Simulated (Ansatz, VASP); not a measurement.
## ZrSnSe3: VASP beside Ansatz

```
Zr Sn Se
1.0
     5.21929    0.00000    0.00000
     0.00000    5.21929    0.00000
     0.00000    0.00000    5.21929
Zr Sn Se
1 1 3
Direct
  0.00000 0.00000 0.00000
  0.50000 0.50000 0.50000
  0.50000 0.00000 0.00000
  0.00000 0.50000 0.00000
  0.00000 0.00000 0.50000
```

Alike in both runs: functional PBE; k mesh 8 × 8 × 8; occupations gaussian, width 0.1 eV; no spin polarisation.

Ansatz relaxed the structure, and its values are those at the end. VASP's run is a single point on that final structure, the one shown.

|  | VASP | Ansatz |
| --- | --- | --- |
| version | VASP 6.6.1 | Ansatz 0.2.0 |
| potentials or method | VASP PAW PBE potentials, release 64 (Zr_sv, Sn_d, Se) | scalar-relativistic, plane waves, PAW |
| plane-wave cutoff (eV) | 520 | 420 |
| valence electrons in the cell | 44 | 74 |

|  | VASP | Ansatz | Ansatz less VASP |
| --- | --- | --- | --- |
| gap on the k mesh at the Fermi level (eV) | none | none | - |
| pressure (GPa) | 0.0 | 0.0 | -0.04 |

A gap of «none» marks a metal or a gap that the smearing closes. The two sets of potentials don't hold the same shells in valence.
